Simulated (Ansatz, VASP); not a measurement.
# Cross-check of In between VASP and Ansatz, part 2 of 2

Wanted: the spread between two codes on one cell, functional and k mesh. The cell is taken from a series of runs on this material, whose earlier steps may have relaxed, scaled, displaced or heated it; both programs get it as it stands.

VASP 6.6.1 and Ansatz 0.2.0.

So far: The structure; VASP: elastic constants, PBE.

## (3) Ansatz: elastic constants, PBE

Level of this step: Ansatz beside VASP: Kohn-Sham DFT, plane waves, PBE (Ansatz).

Ansatz runs on its PAW soft_1 files.

The same cell, functional, mesh and smearing now go to Ansatz, which takes its cutoff from its data sets.

input.yaml reads:

```yaml
crystal:
  lattice:
    - [-1.6717529016, 1.6717529016, 2.4645648831]
    - [1.6717529016, -1.6717529016, 2.4645648831]
    - [1.6717529016, 1.6717529016, -2.4645648831]
  atoms:
    - { symbol: In, position: [0.0, 0.0, 0.0] }
kpoints:
  mp_grid: { grid: [22, 22, 22] }
hamiltonian:
  xc: pbe
  pseudopotentials: { kind: paw, azcp: { folder: soft_1 } }
scf:
  occupations: { method: fermi_dirac, width: 0.15 }
output:
  forces: true
  stress: true
  eigenvalues: true
elastic:
  mode: relaxed_ion
  amplitude: 0.01
```

Run with:

```console
$ ansatz run input.yaml --threads 4 --pin off --max-ram 15360MiB --backend cpu --events-out ev --progress --plain --runs-dir out
```

Numbers of over 12 decimals in the logs are rounded to 6 here.

Output:

```text
band count auto-derived: 12 (N_el = 13.0; filled up to band 7; 11 by the electrons, moments and atoms)
Engine: ansatz 0.2.0, x86_64-unknown-linux-gnu
Pseudopotentials: kind: paw
Pseudopotential: In, paw, valence charge 13, recommended cutoff 420 eV (normal), soft_1/In.paw.azcp
Functional definition: PBE
  parameter kappa = 0.804
  parameter beta = 0.066725
  exchange = pbe_x(kappa = kappa, mu = beta*pi^2/3)
  correlation = pbe_c(beta = beta)
Crystal: 1 atoms, lattice volume = 27.551 Å³
Basis set: ecut = 420 eV, 533 PW (Γ), exchange–correlation on 48×48×48 points (8 copies of the dense FFT grid, shifted against one another)
Bands: 12, of which v1, the nominal top of the filled ones, is band 7 counted from 1 (6 counted from 0)
Symmetry: 16 space group operations
Space group: I4/mmm (ITA 139), of the structure as read, at distance tolerance 3.0e-5 Å
k-points: 834 of 10648
Non-local potential: In, projectors of the file, l = 0: 2, l = 1: 2, l = 2: 2, l = 3: 1
PAW form: soft (Blöchl's): semilocal exchange-correlation on the pseudo side does not see the compensation charge
PAW one-centre angular grid: In, 590 points (default); XC on 64 Gauss nodes
Initial density: superposition of atomic densities (chi_scale 0.1, normalization cell)
Initial wavefunctions: pseudopotential atomic-orbital guess
Functional: x = pbe(κ = 0.804, μ = 0.219515), c = pbe(β = 0.066725)
SCF iter   1: F=—  HF=-5597.952002 eV  |F-HF|=—  |Δ(HF+E_count)|=         —  Δρ=1.28e-2  dr2=6.34e-2  ethr=3.10e-3  ⟨swp⟩=5.3  Hψ=62044  notcnv=0
preconditioner: auto → none  [metal: Δε(μ)=0.006 eV  Ē_g=20.560 eV  σ=0.150 eV  W_gap=0.01  n_scr=8 (ndim 8)  ℏωp=25.5 eV  f_vac=0.000  D(μ)=0.48/eV (n_scr^D=0)  sad-step TF]
SCF iter   2: F=—  HF=-5597.934562 eV  |F-HF|=—  |Δ(HF+E_count)|=   1.74e-2  Δρ=8.47e-3  dr2=2.26e-2  ethr=4.88e-4  ⟨swp⟩=1.2  Hψ=16809  notcnv=0  defer=52
SCF iter   3: F=—  HF=-5597.931152 eV  |F-HF|=—  |Δ(HF+E_count)|=   3.41e-3  Δρ=1.21e-3  dr2=5.11e-4  ethr=1.74e-4  ⟨swp⟩=2.0  Hψ=14385  notcnv=0  defer=55
SCF iter   4: F=—  HF=-5597.931120 eV  |F-HF|=—  |Δ(HF+E_count)|=   3.15e-5  Δρ=1.20e-4  dr2=2.34e-6  ethr=3.93e-6  ⟨swp⟩=2.5  Hψ=16821  notcnv=0  defer=281
SCF iter   5: F=—  HF=-5597.931121 eV  |F-HF|=—  |Δ(HF+E_count)|=   3.04e-7  Δρ=1.72e-5  dr2=4.29e-8  ethr=1.80e-8  ⟨swp⟩=2.0  Hψ=15093  notcnv=0  defer=281
SCF iter   6: F=—  HF=-5597.931120 eV  |F-HF|=—  |Δ(HF+E_count)|=   6.13e-7  Δρ=1.18e-6  dr2=1.92e-10  ethr=3.30e-10  ⟨swp⟩=2.0  Hψ=15152  notcnv=0  defer=283
SCF iter   7: F=—  HF=-5597.931120 eV  |F-HF|=—  |Δ(HF+E_count)|=  1.05e-10  Δρ=8.03e-8  dr2=7.43e-13  ethr=1.48e-12  ⟨swp⟩=2.0  Hψ=15015  notcnv=0  defer=285
SCF iter   8: F=-5597.931120 eV  HF=-5597.931120 eV  |F-HF|=0.00e0  |Δ(HF+E_count)|=  1.46e-11  Δρ=3.02e-9  dr2=9.65e-16  ethr=1.00e-12  ⟨swp⟩=7.0  Hψ=36385  notcnv=0
SCF 1 converged in 8 iterations: F = -5597.931120 eV  dr2 = 9.65e-16
  greatest PAW one-centre occupation: 0.982 electrons in one spin orbital (limit 2), on the In atom at site 0 (counted from 0), in its partial waves of l = 2
Crystal: 1 atoms, lattice volume = 27.000 Å³
Symmetry: 8 space group operations
k-points: 1530 of 10648
Initial density: handed on by an earlier stage of this run
Initial wavefunctions: those handed on with the density
iter 1 solved again at ethr=1.12e-6 eV; its pass at ethr=3.10e-3 eV (dr2=1.46e-4 eV) is discarded
SCF iter   1: F=—  HF=-5597.929468 eV  |F-HF|=—  |Δ(HF+E_count)|=         —  Δρ=6.17e-4  dr2=1.38e-4  ethr=1.12e-6  ⟨swp⟩=2.0  Hψ=161317  notcnv=0  defer=412
preconditioner: auto → none  [metal: Δε(μ)=0.004 eV  Ē_g=21.032 eV  σ=0.150 eV  W_gap=0.01  n_scr=8 (ndim 8)  ℏωp=25.8 eV  f_vac=0.000  D(μ)=0.46/eV (n_scr^D=0)]
[...]
SCF 2 converged in 7 iterations: F = -5597.929441 eV  dr2 = 8.01e-15
Crystal: 1 atoms, lattice volume = 28.102 Å³
[...]
SCF 14 converged in 6 iterations: F = -5597.931076 eV  dr2 = 6.94e-14
[...]
SCF iter   5: F=—  HF=-5597.931076 eV  |F-HF|=—  |Δ(HF+E_count)|=  4.64e-11  Δρ=5.39e-8  dr2=4.18e-13  ethr=2.45e-13 (applied; sched 1.00e-12)  ⟨swp⟩=2.7  Hψ=26087  notcnv=0  defer=348
SCF iter   6: F=-5597.931076 eV  HF=-5597.931076 eV  |F-HF|=1.82e-12  |Δ(HF+E_count)|=  1.82e-12  Δρ=5.54e-9  dr2=2.06e-15  ethr=1.00e-12  ⟨swp⟩=4.2  Hψ=50025  notcnv=0
SCF 15 converged in 6 iterations: F = -5597.931076 eV  dr2 = 2.06e-15
SCF iter   1: F=—  HF=-5597.931109 eV  |F-HF|=—  |Δ(HF+E_count)|=         —  Δρ=2.78e-6  dr2=1.17e-10  ethr=1.00e-12  ⟨swp⟩=10.3  Hψ=157340  notcnv=0  defer=109
preconditioner: auto → none  [metal: Δε(μ)=0.004 eV  Ē_g=20.913 eV  σ=0.150 eV  W_gap=0.01  n_scr=8 (ndim 8)  ℏωp=25.5 eV  f_vac=0.000  D(μ)=0.48/eV (n_scr^D=0)]
SCF iter   2: F=—  HF=-5597.931109 eV  |F-HF|=—  |Δ(HF+E_count)|=   1.27e-8  Δρ=1.39e-6  dr2=2.74e-11  ethr=9.02e-13 (applied; sched 1.00e-12)  ⟨swp⟩=1.0  Hψ=30622  notcnv=0  defer=111
SCF iter   3: F=—  HF=-5597.931109 eV  |F-HF|=—  |Δ(HF+E_count)|=   4.23e-9  Δρ=3.87e-8  dr2=1.41e-13  ethr=2.11e-13 (applied; sched 1.00e-12)  ⟨swp⟩=1.0  Hψ=17752  notcnv=0  defer=204
[...]
SCF converged after 8 iterations
Free energy (F): -5597.931120 eV
Harris-Foulkes:  -5597.931120 eV  (|F-HF|=0.00e0)
Internal energy: -5597.895512 eV  (E = F + TS)
E sigma→0 (E₀):  -5597.913316 eV
Entropy (-TS):   -0.035608 eV (-35.608 meV/atom)
Fermi energy:    9.625406 eV
--- Per-component energies (eV) ---
  E_band       = -30.911885
  E_kinetic    = 215.985802
  E_local      = -1042.952594  (includes V_loc(G=0)·N_el)
  E_nonlocal   = 326.511217
  E_hartree    = 416.007607
  E_xc         = -143.581119
  E_vxc        = -89.954453  (∫ρ·V_xc dr)
  E_paw        = -4206.315734  (= ΣΔE_a)
  E_vpaw       = -272.517215  (= ΣTr[D̂ρ^β])
  E_aug_tail   = 0.000144  (compensation charges beyond the density's cutoff)
  E_ewald      = -1163.550834
  E_smearing   = -0.035608  (= −TS)
  E_closure    = 0.000000  (closes the sum)
  Σ components = -5597.931120   (vs F -5597.931120, Δ=0.00e0)
--- Forces (eV/Å), atoms counted from 1 ---
  atom   1  In    -0.00000000     0.00000000    -0.00000000
  max |Σ_I F_I| component: 1.23e-32 eV/Å
--- Stress (GPa, compression-positive) ---
        0.000264      -0.000000      -0.000000
       -0.000000       0.000264       0.000000
        0.000000       0.000000      -0.001353
  P = ⅓ Tr σ = -0.0003 GPa (-0.003 kbar)
--- Band table (eV; the first three rows and the last of 834) ---
  k-point 0: bands = [... 3 lower, -4.8397, -4.7892, 0.4278, 19.7084, 19.7084, 19.8037, 21.0363, 23.1335, ... 1 higher]
  k-point 1: bands = [... 3 lower, -4.8382, -4.7919, 0.4872, 19.3070, 19.4077, 19.4717, 20.7013, 23.6052, ... 1 higher]
  k-point 2: bands = [... 3 lower, -4.8364, -4.7978, 0.6659, 18.4590, 18.5722, 18.8866, 20.0610, 24.1096, ... 1 higher]
  k-point 833: bands = [... 3 lower, -4.6486, -4.6486, 6.9811, 7.3166, 13.9222, 13.9222, 17.1649, 17.3320, ... 1 higher]
--- Elastic constants: 4 strain directions × 4 members + reference (group order 16) ---
  dense FFT box of the reference and of every strained cell: 24×24×24
  strains applied: 11, 33, 23, 12; error gains: componentwise 1.00 (the most a stress slope's error grows in a printed constant), spectral 1.41 (1 for all six strains in a standard setting)
  C = ∂σ_k/∂η_j (tension-positive GPa; Voigt order 11 22 33 23 13 12):
        44.922     24.882     34.300     -0.000      0.000      0.000
        24.882     44.922     34.300      0.000      0.000      0.000
        34.295     34.295     36.759      0.000      0.000      0.000
         0.000      0.000     -0.000      7.056      0.000      0.000
         0.000      0.000      0.000      0.000      7.056      0.000
         0.000      0.000      0.000      0.000      0.000      1.232
  reference stress σ⁰ (GPa):     -0.000     -0.000      0.001     -0.000      0.000      0.000
  C* (energy form; C + prestress term) asymmetry max|C*_kj − C*_jk| = 4.241e-3 GPa — a small one proves nothing (zero by symmetry where the batch's group is 432, −43m or m−3m); a large one is finite-difference/SCF noise where every solve meets its electron count
  moduli (Voigt/Reuss/Hill, GPa): K = 34.84/34.78/34.81   G = 5.28/2.30/3.79   E = 10.97   ν = 0.447
  mechanically stable: yes (min eigenvalue of sym C = 1.23 GPa)
  strain η (Voigt 11):  stress-route row diagonal C_11 = 44.92 GPa, energy-path curvature d²(F+E_count+ΔE)/dδ²/Ω₀ = 44.92 GPa
    cells at ±δ against ±2δ: C11 45.06 and 45.48 GPa, apart by 0.92 % of the column's largest entry
         δ    σ_11 (GPa)             F (eV)   n_scf  n_hpsi   n_pw
    -2.000e-2      -1.0165       -5597.9294409       7  366458    544   relax 0 steps, max|allowed force component| 0.00e0 eV/Å
    -1.000e-2      -0.4777       -5597.9307167       4  300047    549   relax 0 steps, max|allowed force component| 0.00e0 eV/Å
     1.000e-2       0.4235       -5597.9307496       4  293844    555   relax 0 steps, max|allowed force component| 0.00e0 eV/Å
     2.000e-2       0.8025       -5597.9296905       6  324357    559   relax 0 steps, max|allowed force component| 0.00e0 eV/Å
  strain η (Voigt 33):  stress-route row diagonal C_33 = 36.76 GPa, energy-path curvature d²(F+E_count+ΔE)/dδ²/Ω₀ = 36.76 GPa
    cells at ±δ against ±2δ: C13 34.35 and 34.49 GPa, apart by 0.38 % of the column's largest entry
         δ    σ_33 (GPa)             F (eV)   n_scf  n_hpsi   n_pw
    -2.000e-2      -0.7787       -5597.9298040       7  193630    541   relax 0 steps, max|allowed force component| 0.00e0 eV/Å
    -1.000e-2      -0.3792       -5597.9307975       4  175014    548   relax 0 steps, max|allowed force component| 0.00e0 eV/Å
     1.000e-2       0.3551       -5597.9308102       4  158496    554   relax 0 steps, max|allowed force component| 0.00e0 eV/Å
     2.000e-2       0.6845       -5597.9299143       6  179008    568   relax 0 steps, max|allowed force component| 0.00e0 eV/Å
  strain η (Voigt 23):  stress-route row diagonal C_44 = 7.06 GPa, energy-path curvature d²(F+E_count+ΔE)/dδ²/Ω₀ = 7.06 GPa
    cells at ±δ against ±2δ: C44 7.05 and 7.03 GPa, apart by 0.27 % of the column's largest entry
         δ    σ_23 (GPa)             F (eV)   n_scf  n_hpsi   n_pw
    -2.000e-2      -0.1406       -5597.9308778       7  678082    554   relax 0 steps, max|allowed force component| 0.00e0 eV/Å
    -1.000e-2      -0.0705       -5597.9310592       3  518022    553   relax 0 steps, max|allowed force component| 0.00e0 eV/Å
     1.000e-2       0.0705       -5597.9310592       4  506566    553   relax 0 steps, max|allowed force component| 0.00e0 eV/Å
     2.000e-2       0.1406       -5597.9308778       5  562862    554   relax 0 steps, max|allowed force component| 0.00e0 eV/Å
  strain η (Voigt 12):  stress-route row diagonal C_66 = 1.23 GPa, energy-path curvature d²(F+E_count+ΔE)/dδ²/Ω₀ = 1.23 GPa
    cells at ±δ against ±2δ: C66 1.25 and 1.31 GPa, apart by 4.79 % of the column's largest entry
         δ    σ_12 (GPa)             F (eV)   n_scf  n_hpsi   n_pw
    -2.000e-2      -0.0262       -5597.9310762       6  335480    553   relax 0 steps, max|allowed force component| 0.00e0 eV/Å
    -1.000e-2      -0.0125       -5597.9311094       4  291805    553   relax 0 steps, max|allowed force component| 0.00e0 eV/Å
     1.000e-2       0.0125       -5597.9311094       4  284705    553   relax 0 steps, max|allowed force component| 0.00e0 eV/Å
     2.000e-2       0.0262       -5597.9310762       6  307103    553   relax 0 steps, max|allowed force component| 0.00e0 eV/Å
```

Reading the cycles: dr2 is the Hartree energy of the density residual (eV), the measure of convergence; HF is the Harris–Foulkes estimate of the energy, which meets the free energy F at convergence.

## (4) Side by side

Known differences besides the potentials themselves: the cutoff is 420 eV in Ansatz and 500 eV in VASP; VASP takes each elastic constant from one size of strain, Ansatz from those that its log lists. Total energies have different zeros and are not compared.

Compared:

```
 quantity  Ansatz  VASP  difference
C11 (GPa)    44.9  44.7     +0.41 %
C22 (GPa)    44.9  44.7     +0.41 %
C33 (GPa)    36.8  36.3     +1.29 %
C12 (GPa)    24.9  24.6     +1.11 %
C13 (GPa)    34.3  34.1     +0.59 %
C23 (GPa)    34.3  34.1     +0.59 %
C44 (GPa)     7.1   7.0     +1.53 %
C55 (GPa)     7.1   7.0     +1.53 %
C66 (GPa)     1.2   1.2     -1.44 %
```

## (5) Outcome

| Item | Value |
| --- | --- |
| difference in C44 (elastic constants, PBE) | 1.5 % |

**Reading.** The difference in C44 is 1.5 % (elastic constants, PBE), within the 5 % picked in this series as the mark of a large difference. Such differences can come from data sets, numerical settings and the points named under the comparisons, not from the functional's error against experiment.

[Lines on the potential files, build, host, timing and source positions are cut from VASP's logs without a mark.]

[Logs are printed without paths, hosts, clocks, repeated set-up lines and the standing remarks that a program may print on its own settings, such as how far it seeks lower states.]

[Hosts, paths, dates, database ids (printed as entryN), source tags and the programs' standing remarks are cut or masked in the printed files.]
